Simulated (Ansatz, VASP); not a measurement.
# SiGe (NiAs type (invented)): VASP beside Ansatz

Wanted: the spread between two codes on one cell, functional and k mesh. The cell is generated by rule, not measured, and may not be a known phase. The two relaxations start from unlike cells of this crystal (the structure described is Ansatz's start), so only their ends are compared.

Main program and level: Ansatz 0.2.0; plane waves, with VASP 6.6.1 beside it; relaxation of cell and atoms at PBEsol.

## 1. The structure

The structure is hexagonal, space group P6_3/mmc (No. 194). The conventional cell has a = 4.002 Å, b = 4.002 Å, c = 6.524 Å, α = 90.00°, β = 90.00°, γ = 120.00°. Nearest to Ge lie 6 Si at 2.83 Å. Nearest to Si lie 6 Ge at 2.83 Å. Farther neighbours are not listed.

Coordinates:

```xyz
4
Lattice="4.0022 0.0000 0.0000 -2.0011 3.4660 0.0000 0.0000 0.0000 6.5236" Properties=species:S:1:pos:R:3 pbc="T T T"
Ge    0.0000    0.0000    0.0000
Ge    0.0000    0.0000    3.2618
Si    0.0000    2.3107    1.6309
Si    2.0011    1.1553    4.8927
```

## 2. VASP: relaxation of cell and atoms, PBEsol

The relaxed volume is the usual yardstick between codes: in a stiff, nearly cubic crystal its relative difference is about their pressure difference at one cell divided by the bulk modulus.

Lines of VASP's logs that name or quote its potential files are left out, and so is its time.

Input file INCAR:

```
SYSTEM = SiGe
PREC = Accurate
ENCUT = 500
EDIFF = 1E-07
NELM = 120
ISMEAR = 0
SIGMA = 0.1
LREAL = .FALSE.
ALGO = Normal
GGA = PS
NBANDS = 24
LORBIT = 11
LWAVE = .FALSE.
LCHARG = .FALSE.
ISIF = 3
IBRION = 2
NSW = 80
EDIFFG = -0.005
LASPH = .TRUE.
GGA_COMPAT = .FALSE.
NELMIN = 4
KPAR = 2
```

Input file POSCAR:

```
SiGe
1.0
    3.6425549728     -0.0000000494      0.0000000000
   -1.8212770741      3.1545453213      0.0000000000
    0.0000000000      0.0000000000      6.1607823215
Ge Si
2 2
Direct
    0.0000000000      0.0000000000      0.0000000000
    0.0000000000      0.0000000000      0.5000000000
    0.3333333333      0.6666666667      0.2500000000
    0.6666666667      0.3333333333      0.7500000000
```

Input file KPOINTS:

```
Automatic mesh
0
Gamma
6 6 4
0 0 0
```

Potentials, in the order of the species: Ge_d and Si (PBE family, release 64).

The run is started by

```console
> mpirun -np 2 vasp_std
```

Numbers of over 12 decimals in the logs are rounded to 6 here.

Log:

```text
[banner, memory and clock lines left out]
running    2 mpi-ranks, on    1 nodes
 distrk:  each k-point on    1 cores,    2 groups
 distr:  one band on    1 cores,    1 groups

 POSCAR found type information on POSCAR GeSi
 POSCAR found :  2 types and       4 ions
|                                                                             |
|               ----> ADVICE to this user running VASP <----                  |
|                                                                             |
|     You enforced a specific xc type in the INCAR file but a different       |
|     [... a line on the potential file left out ...]
|     I HOPE YOU KNOW WHAT YOU ARE DOING!                                     |
|                                                                             |

 LDA part: xc-table for (Slater+PW92), standard interpolation
 POSCAR, INCAR and KPOINTS ok, starting setup
 FFT: planning ... GRIDC
 FFT: planning ... GRID_SOFT
 FFT: planning ... GRID
 WAVECAR not read
 entering main loop
       N       E                     dE             d eps       ncg     rms          rms(c)
DAV:   1     0.248728495438E+03    0.24873E+03   -0.17486E+04  1168   0.333E+03
DAV:   2     0.178079065072E+02   -0.23092E+03   -0.22477E+03  1024   0.689E+02
DAV:   3    -0.188995419341E+02   -0.36707E+02   -0.36342E+02  1272   0.153E+02
DAV:   4    -0.201981421323E+02   -0.12986E+01   -0.12977E+01  1168   0.321E+01
DAV:   5    -0.202271465644E+02   -0.29004E-01   -0.29001E-01  1288   0.545E+00    0.431E+00
DAV:   6    -0.201594500141E+02    0.67697E-01   -0.48697E-02  1416   0.333E+00    0.242E+00
DAV:   7    -0.201264779423E+02    0.32972E-01   -0.35899E-02  1392   0.246E+00    0.190E-01
DAV:   8    -0.201259299251E+02    0.54802E-03   -0.45774E-03  1304   0.108E+00    0.906E-02
DAV:   9    -0.201259344810E+02   -0.45560E-05   -0.21328E-04  1448   0.129E-01    0.198E-02
DAV:  10    -0.201259329267E+02    0.15543E-05   -0.20104E-05  1320   0.535E-02    0.116E-02
DAV:  11    -0.201259330872E+02   -0.16049E-06   -0.18555E-06  1288   0.131E-02    0.131E-03
DAV:  12    -0.201259329927E+02    0.94484E-07   -0.30597E-07  1016   0.861E-03
   1 F= -.20125933E+02 E0= -.20124584E+02  d E =-.201259E+02
 curvature:   0.00 expect dE= 0.000E+00 dE for cont linesearch  0.000E+00
 trial: gam= 0.00000 g(F)=  0.204E-44 g(S)=  0.251E-04 ort = 0.000E+00 (trialstep = 0.100E+01)
 search vector abs. value=  0.251E-04
 bond charge predicted
       N       E                     dE             d eps       ncg     rms          rms(c)
DAV:   1    -0.201261782064E+02   -0.24512E-03   -0.34794E-03  1320   0.996E-01    0.904E-02
DAV:   2    -0.201260071794E+02    0.17103E-03   -0.28966E-04  1296   0.287E-01    0.472E-02
DAV:   3    -0.201259502224E+02    0.56957E-04   -0.10010E-04  1448   0.155E-01    0.101E-02
DAV:   4    -0.201259478494E+02    0.23729E-05   -0.98033E-06  1248   0.454E-02    0.496E-03
DAV:   5    -0.201259478762E+02   -0.26801E-07   -0.36333E-07  1128   0.644E-03
   2 F= -.20125948E+02 E0= -.20124606E+02  d E =-.148835E-04
 trial-energy change:   -0.000015  1 .order    0.000000   -0.000025    0.000026
 step:   0.7901(harm=  0.4921)  dis= 0.00000  next Energy=   -20.125950 (dE=-0.175E-04)
 bond charge predicted
       N       E                     dE             d eps       ncg     rms          rms(c)
DAV:   1    -0.201259585587E+02   -0.10709E-04   -0.14750E-04  1296   0.204E-01    0.192E-02
DAV:   2    -0.201259511549E+02    0.74039E-05   -0.12868E-05  1304   0.604E-02    0.999E-03
DAV:   3    -0.201259484638E+02    0.26911E-05   -0.44024E-06  1440   0.325E-02    0.210E-03
DAV:   4    -0.201259481862E+02    0.27755E-06   -0.42732E-07  1096   0.957E-03    0.102E-03
DAV:   5    -0.201259480956E+02    0.90620E-07   -0.16352E-08   568   0.145E-03
   3 F= -.20125948E+02 E0= -.20124605E+02  d E =-.151029E-04
 curvature:  -0.16 expect dE=-0.466E-06 dE for cont linesearch -0.225E-06
 trial: gam=-0.12058 g(F)=  0.194E-44 g(S)=  0.289E-05 ort = 0.592E-05 (trialstep = 0.958E+00)
 search vector abs. value=  0.183E-05
 reached required accuracy - stopping structural energy minimisation
```

From OUTCAR (step 2):

```text
ion  position               nearest neighbor table
   1  0.000  0.000  0.000-   3 2.61   4 2.61   3 2.61   4 2.61   4 2.61   3 2.61
   2  0.000  0.000  0.500-   3 2.61   4 2.61   3 2.61   4 2.61   4 2.61   3 2.61
   3  0.333  0.667  0.250-   1 2.61   2 2.61   1 2.61   2 2.61   1 2.61   2 2.61
   4  0.667  0.333  0.750-   1 2.61   2 2.61   1 2.61   2 2.61   1 2.61   2 2.61

  LATTYP: Found a hexagonal cell.
 ALAT       =     3.6425549728
 C/A-ratio  =     1.6913354411

 Subroutine GETGRP returns: Found 24 space group operations
 (whereof 12 operations were pure point group operations)

The static configuration has the point symmetry D_3d.
 The point group associated with its full space group is D_6h.

 Found     21 irreducible k-points:

   k-points           NKPTS =     21   k-points in BZ     NKDIM =     21   number of bands    NBANDS=     24

   dimension x,y,z NGX =    28 NGY =   28 NGZ =   48
   dimension x,y,z NGXF=    56 NGYF=   56 NGZF=   96

   ENCUT  =  500.0 eV  36.75 Ry    6.06 a.u.   6.64  6.64 11.23*2*pi/ulx,y,z

   NELECT =      36.0000    total number of electrons

 k-points in reciprocal lattice and weights: Automatic mesh
   0.00000000  0.00000000  0.00000000       0.007
   0.16666667  0.00000000  0.00000000       0.042
   0.33333333 -0.00000000  0.00000000       0.042
   0.50000000 -0.00000000  0.00000000       0.021
   0.16666667  0.16666667  0.00000000       0.042
   0.33333333  0.16666667  0.00000000       0.083
   0.33333333  0.33333333  0.00000000       0.014
   0.00000000  0.00000000  0.25000000       0.014
   0.16666667  0.00000000  0.25000000       0.083
[...]
0.33333333  0.16666667  0.50000000       0.083
   0.33333333  0.33333333  0.50000000       0.014

 average (electrostatic) potential at core
       1 -71.6280       2 -71.6280       3 -82.2107       4 -82.2107

 E-fermi :   7.2918

 k-point     1 :       0.0000    0.0000    0.0000
  band No.  band energies     occupation
    ...
     11      -6.0839      2.00000
     12      -2.4500      2.00000
     13      -2.0021      2.00000
     14       6.9042      2.00000
     15       6.9042      2.00000
     16       7.5314      0.00070
     17       8.0426      0.00000
     18       8.6825      0.00000
     19       8.6825      0.00000
     20      10.2910      0.00000
    ...

 k-point     2 :       0.1667    0.0000    0.0000
  band No.  band energies     occupation
    ...
     13      -1.6295      2.00000
     14       3.8902      2.00000
     15       5.9262      2.00000
     16       6.6244      2.00000
     17       7.3239      0.65065
     18       8.0768      0.00000
     19       9.0772      0.00000
     20       9.5442      0.00000
     21       9.7387      0.00000
     22      10.7880      0.00000
    ...

 k-point     3 :       0.3333   -0.0000    0.0000
  band No.  band energies     occupation
    ...
     13      -0.7475      2.00000
     14       0.8986      2.00000
     15       4.0081      2.00000
     16       4.3173      2.00000
     17       4.8984      2.00000
     18       8.4115      0.00000
     19       8.5573      0.00000
     20       8.5819      0.00000
     21       8.6872      0.00000
     22      10.5318      0.00000
    ...

  Total       -0.0105085     -0.0105085     -0.0043046     -0.0000000      0.0000000     -0.0000000
  in kB       -0.2379928     -0.2379928     -0.0974889     -0.0000000      0.0000000     -0.0000000
  external PRESSURE =      -0.1911581 kB  Pullay stress =       0.0000000 kB

  energy-cutoff  :      500.00
  volume of cell :       70.74
      direct lattice vectors                 reciprocal lattice vectors
     3.642031684 -0.000000049 -0.000000000     0.274572023  0.158524187 -0.000000000
    -1.821015430  3.154092140  0.000000000     0.000000004  0.317048445 -0.000000000
    -0.000000000  0.000000000  6.158413285     0.000000000  0.000000000  0.162379489

 POSITION                                       TOTAL-FORCE (eV/Angst)
 -----------------------------------------------------------------------------------
      0.00000     -0.00000     -0.00000        -0.000000     -0.000000     -0.000000
     -0.00000      0.00000      3.07921        -0.000000     -0.000000     -0.000000
      0.00000      2.10273      1.53960         0.000000     -0.000000      0.000000
      1.82102      1.05136      4.61881        -0.000000      0.000000     -0.000000
 -----------------------------------------------------------------------------------
    total drift:                               -0.000000      0.000000      0.000000

  FREE ENERGIE OF THE ION-ELECTRON SYSTEM (eV)
  ---------------------------------------------------
  free  energy   TOTEN  =       -20.1259480956 eV

  energy  without entropy=      -20.1232609735  energy(sigma->0) =      -20.12460453

 reached required accuracy - stopping structural energy minimisation

 total charge
# of ion       s       p       d       tot
------------------------------------------
    1        1.175   1.121  10.054  12.351
    2        1.175   1.121  10.054  12.351
    3        0.829   0.758   0.000   1.587
    4        0.829   0.758   0.000   1.587
--------------------------------------------------
tot          4.008   3.759  20.108  27.876

[... 3 further parts left out ...]
```

CONTCAR:

```
SiGe
   1.00000000000000
     3.6420316842258784   -0.0000000494542004   -0.0000000000000000
    -1.8210154299252550    3.1540921400613948    0.0000000000000000
    -0.0000000000000000    0.0000000000000000    6.1584132853083045
  Ge              Si
     2     2
Direct
     0.0000000000000000    0.0000000000000000    0.0000000000000000
     0.0000000000000000    0.0000000000000000    0.5000000000000000
     0.3333333332999970    0.6666666667000030    0.2500000000000000
     0.6666666667000030    0.3333333332999970    0.7500000000000000
```

The run keeps the 24 symmetry operations of its start, so it cannot find a distortion of lower symmetry.

## 3. Ansatz: relaxation of cell and atoms, PBEsol

Ansatz runs on its default PAW (the set named soft_2) files.

Its own start cell and the same functional, mesh and smearing now go to Ansatz, which takes its cutoff from its data sets.

Input file input.yaml:

```yaml
crystal:
  lattice:
    - [4.002223, 0.0, 0.0]
    - [-2.001111, 3.466026, 0.0]
    - [0.0, 0.0, 6.52363]
  atoms:
    - { symbol: Ge, position: [0.0, 0.0, 0.0] }
    - { symbol: Ge, position: [0.0, 0.0, 0.5] }
    - { symbol: Si, position: [0.333333, 0.666667, 0.25] }
    - { symbol: Si, position: [0.666667, 0.333333, 0.75] }
kpoints:
  mp_grid: { grid: [6, 6, 4] }
hamiltonian:
  xc: pbesol
scf:
  occupations: { method: gaussian, width: 0.1 }
output:
  forces: true
  stress: true
  eigenvalues: true
relax:
  adjacent_minimum: "off"
  f_tol: 0.05
  max_steps: 80
  cell: { stress_tol: 0.5 }
```

The run is started by

```console
> ansatz run input.yaml --threads 2 --pin off --max-ram 5120MiB --backend cpu --events-out ev --progress --plain --runs-dir out
```

Log:

```text
Warning: the atoms were moved onto the symmetric positions of the space group found under crystal.symmetry.tolerance 1.0e-5 (fractional; no operation is sought that the atoms, as they stand in a round, miss by more than twice it, and no atom is moved by as much as it), and the run uses the moved positions. Before a round's move an operation carried an atom to 4.00e-6 Å from where it should land, the largest such dist [...]
The last accepted step is kept in <dir> (removed where the run ends without a failure and the disk answers)
Engine: ansatz 0.2.0, aarch64-unknown-linux-gnu
Pseudopotentials: kind: paw
Pseudopotential: Ge, paw, valence charge 14, recommended cutoff 420 eV (normal), Ge.paw.azcp
Pseudopotential: Si, paw, valence charge 4, recommended cutoff 420 eV (normal), Si.paw.azcp
Functional definition: PBEsol
  exchange = pbesol_x
  correlation = pbesol_c
Crystal: 4 atoms, lattice volume = 90.495 Å³
Basis set: ecut = 420 eV, 1785 PW (Γ), exchange–correlation on 54×54×90 points (8 copies of the dense FFT grid, shifted against one another)
Bands: 22, of which v1, the nominal top of the filled ones, is band 18 counted from 1 (17 counted from 0)
Symmetry: 24 space group operations
Space group: P63/mmc (ITA 194), of the structure as read, at distance tolerance 4.5e-5 Å
k-points: 21 of 144
Non-local potential: Ge, projectors of the file, l = 0: 2, l = 1: 2, l = 2: 3, l = 3: 1
Non-local potential: Si, projectors of the file, l = 0: 2, l = 1: 2, l = 2: 2
PAW form: soft (Blöchl's): semilocal exchange-correlation on the pseudo side does not see the compensation charge
PAW frozen core: Ge, regenerated for the run's functional, and the local potential with it (the file was generated under x = pbe(κ = 0.804, μ = 0.219515), c = pbe(β = 0.066725))
PAW frozen core: Si, regenerated for the run's functional, and the local potential with it (the file was generated under x = pbe(κ = 0.804, μ = 0.219515), c = pbe(β = 0.066725))
PAW one-centre angular grid: Ge, 590 points (default); XC on 64 Gauss nodes
PAW one-centre angular grid: Si, 110 points (default); XC on 64 Gauss nodes
Initial density: superposition of atomic densities (neutral atoms: chi_scale 0, normalization atom), corrected by the library's trained network
[...]
SCF iter   6: F=-9748.725801 eV  HF=-9748.725801 eV  |F-HF|=5.09e-10  |Δ(HF+E_count)|=   6.21e-7  Δρ=7.87e-6  dr2=2.83e-8  ethr=1.11e-9  ⟨swp⟩=5.5  Hψ=2101  notcnv=0
SCF 3 converged in 6 iterations: F = -9748.725801 eV  dr2 = 2.83e-8
relax step   3: F+E_penalty+E_count = -9748.72580149 eV  Δ(F+E_penalty+E_count) = -2.169e-1 eV  max|allowed force component| = 3.146e-16 eV/Å  Δτ_max = 0.0000 Å  P = +1.567 GPa  Ω = 69.868 Å³  energy of the carried Pulay correction = +3.086e-3 eV  (6 SCF iters, dr2 threshold 4.00e-7 eV, accepted)
[...]
relax step   4: F+E_penalty+E_count = -9748.72285743 eV  Δ(F+E_penalty+E_count) = +2.944e-3 eV  max|allowed force component| = 1.480e-16 eV/Å  Δτ_max = 0.0000 Å  P = +1.044 GPa  Ω = 69.573 Å³  energy of the carried Pulay correction = +3.146e-3 eV  (5 SCF iters, dr2 threshold 4.00e-7 eV, rejected (line search))
[...]
relax step   5: F+E_penalty+E_count = -9748.74405254 eV  Δ(F+E_penalty+E_count) = -1.825e-2 eV  max|allowed force component| = 1.110e-16 eV/Å  Δτ_max = 0.0000 Å  P = -0.051 GPa  Ω = 70.797 Å³  energy of the carried Pulay correction = +2.934e-3 eV  (6 SCF iters, accepted)
[...]
relax step   6: F+E_penalty+E_count = -9748.74171407 eV  Δ(F+E_penalty+E_count) = +2.338e-3 eV  max|allowed force component| = 1.064e-16 eV/Å  Δτ_max = 0.0000 Å  P = -0.062 GPa  Ω = 70.797 Å³  stress off target by 2.10e-1 GPa  SCF on the basis re-selected at this cell (its energy is not comparable with the rows above)  (5 SCF iters)
basis re-selected at this cell: Δ(F+E_penalty+E_count) = +2.338e-3 eV, ΔP = -0.011 GPa vs the last step (what re-selecting the basis moved, of the pressure what is left beyond the Pulay correction that the steps carried, after the strain that the cell walked since its last selection, with what the two solves' SCF thresholds leave and, on support functions, any second-order correction that the steps lacked; it is no measure of the basis error at this ecutwfc). The dense FFT grid was sized anew with the basis: this SCF ran on 25×25×45 points, the steps before it on 27×27×45, so part of this shift can come from that change (see relax.cell in the input reference). [rest of the remark cut]
SCF converged after 5 iterations
Free energy (F): -9748.741714 eV
Harris-Foulkes:  -9748.741714 eV  (|F-HF|=9.64e-11)
Internal energy: -9748.739014 eV  (E = F + TS)
E sigma→0 (E₀):  -9748.740364 eV
Entropy (-TS):   -0.002700 eV (-0.675 meV/atom)
Fermi energy:    9.803909 eV
--- Per-component energies (eV) ---
  E_band       = -225.132576
  E_kinetic    = 302.677362
  E_local      = -4907.659009  (includes V_loc(G=0)·N_el)
  E_nonlocal   = 889.865866
  E_hartree    = 2170.280602
  E_xc         = -260.557206
  E_vxc        = -224.621049  (∫ρ·V_xc dr)
  E_paw        = -4952.654414  (= ΣΔE_a)
  E_vpaw       = -625.957878  (= ΣTr[D̂ρ^β])
  E_aug_tail   = 0.000698  (compensation charges beyond the density's cutoff)
  E_ewald      = -2992.591907
  E_core_change = 1.898994  (= ΣΔE_core)
  E_smearing   = -0.002700  (= −TS)
  E_closure    = -0.000000  (closes the sum)
  Σ components = -9748.741714   (vs F -9748.741714, Δ=0.00e0)
--- Forces (eV/Å), atoms counted from 1 ---
  atom   1  Ge    -0.00000000     0.00000000    -0.00000000
  atom   2  Ge     0.00000000     0.00000000     0.00000000
  atom   3  Si     0.00000000    -0.00000000     0.00000000
  atom   4  Si    -0.00000000     0.00000000    -0.00000000
  max |Σ_I F_I| component: 7.40e-17 eV/Å
--- Stress (GPa, compression-positive) ---
       -0.198689      -0.000000      -0.000000
       -0.000000      -0.198689       0.000000
       -0.000000       0.000000       0.210307
  P = ⅓ Tr σ = -0.0624 GPa (-0.624 kbar)
--- Band table (eV; the first three rows and the last of 21) ---
  k-point 0: bands = [... 14 lower, 9.3956, 10.0691, 10.5280, 11.1694, 11.1694, 12.7909, 12.7909, 13.1299]
  k-point 1: bands = [... 14 lower, 9.6045, 9.6045, 10.8765, 10.8765, 11.4922, 12.7428, 12.7428, 12.8080]
  k-point 2: bands = [... 14 lower, 10.1798, 10.1798, 10.1798, 10.1798, 12.1482, 12.1482, 13.1532, 13.1532]
  k-point 20: bands = [... 14 lower, 4.4791, 4.4791, 8.7990, 8.7990, 10.3591, 10.3591, 11.6038, 11.6038]
--- Relaxed structure (5 steps of the walk, 4 accepted, 1 SCFs on fresh bases) ---
  F+E_penalty+E_count = -9748.74171407 eV   max|allowed force component| = 1.064e-16 eV/Å   (the final SCF, on the basis selected at the relaxed cell)
  cell:  # Å, volume = 70.7966 Å³
    - [3.645517, -2.629464345387266e-7, 0.0]
    - [-1.822758, 3.157111, 0.0]
    - [0.0, 0.0, 6.151249]
  atoms:
    - { symbol: Ge, position: [0, 0, 0] }
    - { symbol: Ge, position: [0, 0, 0.500000] }
    - { symbol: Si, position: [0.333333, 0.666667, 0.250000] }
    - { symbol: Si, position: [0.666667, 0.333333, 0.75] }
```

Reading the cycles: dr2 is the Hartree energy of the density residual (eV), the measure of convergence; HF is the Harris–Foulkes estimate of the energy, which meets the free energy F at convergence.

## 4. Comparison

Known differences besides the potentials themselves: the cutoff is 420 eV in Ansatz and 500 eV in VASP; Ansatz makes its cores anew for this functional, VASP keeps those of its PBE data sets; Ansatz adds a Pulay correction to the stress that steers its cell, VASP none. Total energies have different zeros and are not compared.

The two programs side by side:

```csv
quantity,Ansatz,VASP,difference
volume (Å³),70.80,70.74,+0.07 %
"edge a after relaxation, in the typed setting (Å)",3.646,3.642,+0.10 %
"edge c after relaxation, in the typed setting (Å)",6.151,6.158,-0.12 %
```

## 5. What came out

* difference in edge c after relaxation, in the typed setting (relaxation of cell and atoms, PBEsol): -0.12 %

What this shows: The difference in edge c after relaxation, in the typed setting is -0.12 % (relaxation of cell and atoms, PBEsol), within the 1.2 % picked in this series as the mark of a large difference, as far as the stopping tolerances let one tell. Such differences can come from data sets, numerical settings and the points named under the comparisons, not from the functional's error against experiment.

[Lines on the potential files, build, host, timing and source positions are cut from VASP's logs without a mark.]

[Logs are printed without paths, hosts, clocks, repeated set-up lines and the standing remarks that a program may print on its own settings, such as how far it seeks lower states.]

[Hosts, paths, dates, database ids (printed as entryN), source tags and the programs' standing remarks are cut or masked in the printed files.]
